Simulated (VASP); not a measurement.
Cost and result of VASP (PAW) for the bulk modulus of BaTe (rock salt). Static lattice, third-order Birch-Murnaghan fit over five volumes. The cost counts the five points of the equation of state, each on the mesh and cut-off of its row, so the ratios hold those differences too. With PBE it took about 4 core-minutes. The timings are rough (shared machines, no repeats); factors under 2 mean little.

```
level   k-mesh  cut-off (eV)  bulk modulus (GPa)         cost over PBE
------  ------  ------------  ------------------  --------------------
LDA      7×7×7           520                34.9  within a factor of 2
PBEsol   7×7×7           520                31.7  within a factor of 2
PBE      7×7×7           520                28.3             reference
r2SCAN   7×7×7           520                 [?]         about 6 times
SCAN     7×7×7           520                 [?]         about 6 times
```

Q: Complete the blanks.

A: 
- r2SCAN, bulk modulus (GPa): 30.4
- SCAN, bulk modulus (GPa): 30.6

Left out are levels that failed, ran on another kind of processor or have no fit band path; at most nine are shown.

The compound is BaTe in the rock salt structure.
